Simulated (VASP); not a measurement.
Runs of VASP 6.6.1 on NiMoIrPdW. The structure is trigonal, space group P-3m1 (No. 164). Conventional cell: a = 2.771 Å, b = 2.771 Å, c = 22.020 Å, α = 90.00°, β = 90.00°, γ = 120.00°. Ni (site symmetry 3m) is surrounded by 3 Mo at 2.55 Å and 3 Pd at 2.65 Å and 6 Ni at 2.77 Å. Mo (site symmetry 3m) has 3 Ni at 2.55 Å and 3 Ir at 2.76 Å and 6 Mo at 2.77 Å as nearest neighbours. Pd (site symmetry 3m) is surrounded by 3 Ni at 2.65 Å and 9 Pd at 2.77 to 2.84 Å. Around Ir (site symmetry 3m) lie 3 Mo at 2.76 Å and 3 W at 2.77 Å and 6 Ir at 2.77 Å. Around W (site symmetry 3m) lie 3 Ir at 2.77 Å and 9 W at 2.77 to 2.93 Å. The cell was built by a generator and needn't be a form met in nature.

```csv
task,spin,k mesh for the DOS,occupations for the DOS,gap on the mesh (eV),pressure (GPa),moment (μB),largest force (eV/Å)
optical spectrum,"collinear, ferromagnetic start",-,-,none,0.4,0.00,0.08
density of states,"collinear, ferromagnetic start",17 × 17 × 3,tetrahedron,-,-,0.00,-
electric field gradients,"collinear, ferromagnetic start",-,-,none,0.3,0.00,0.08
electrostatic potential,"collinear, ferromagnetic start",-,-,none,0.4,0.00,0.08
band structure,"collinear, ferromagnetic start, SOC",-,-,-,0.7,(a),0.07
band structure,"collinear, ferromagnetic start",-,-,-,0.4,0.00,0.08
```

Alike in all rows: level PBE; potentials or basis VASP PAW PBE potentials, release 64 (Ni, Mo_sv, Pd, Ir, W_sv); cell as given; k mesh 11 × 11 × 2; cutoff (eV) 520; smearing fermi-dirac 0.05 eV.

Q: Fill in the values left out.

A: (a) 0.04.

Caveats: spectra need much finer meshes, so this one isn't converged (some runs); independent-particle spectra lack excitons (some runs); the intraband (Drude) part of a metal's response may be missing (some runs); tetrahedron occupations give inexact forces and stress in metals (some runs); spin-orbit coupling is left out, which moves the levels of the heavy elements (some runs).

A k mesh can miss the band edges, and rows without SOC leave out spin-orbit coupling on Ir, Mo, Pd, W.

A gap of «none» marks a metal or a gap under the smearing width.
